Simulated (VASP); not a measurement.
Input of a VASP 6.6.1 run:

File INCAR:

```
PREC = Accurate ; ENCUT = 520
EDIFF = 1E-7 ; ISMEAR = -1
SIGMA = 0.05 ; LREAL = F
LASPH = T ; NELM = 100
ALGO = Normal ; ISIF = 2
LWAVE = F ; LCHARG = F
ISPIN = 2 ; MAGMOM = 0 0 2 0 0
LORBIT = 11 ; LMAXMIX = 4
GGA = PE ; NBANDS = 30
```

File KPOINTS:

```
Automatic mesh
0
Gamma
  7 7 4
```

File POSCAR:

```
MgVBr2O
1.0
    3.9789696145      0.0000000000      0.0000000000
    0.0003202109      4.3444776426      0.0000000000
    1.9635126444      2.1293325701      7.1771301434
Br V Mg O
2 1 1 1
Direct
    0.3755600000      0.8807250000      0.2552570000
    0.6196370000      0.1238120000      0.7450490000
    0.0110940000      0.0055320000     -0.0073080000
    0.4984180000      0.4992730000     -0.0010600000
    0.0086590000      0.4961910000     -0.0061490000
```

Potentials or basis: VASP PAW PBE potentials, release 64 (Br, V_sv, Mg, O).

Command:

```sh
$ cat potpaw_PBE.64/Br/POTCAR potpaw_PBE.64/V_sv/POTCAR potpaw_PBE.64/Mg/POTCAR potpaw_PBE.64/O/POTCAR > POTCAR
$ mpirun -np 1 vasp_std > vasp.out
```

Predict the pressure.

-1.7 GPa.

What does it give for the largest force?

0.455 eV/Å.

What does it give for the band gap on the k mesh?

0.40 eV, indirect (least direct gap 0.53 eV).

Stress tensor (GPa, compression positive):
```
-2.13  0.00 -0.29
 0.00 -1.57 -0.09
-0.29 -0.09 -1.32
```

Caveat: an odd mesh through Γ misses points on the zone boundary, where band edges often lie.
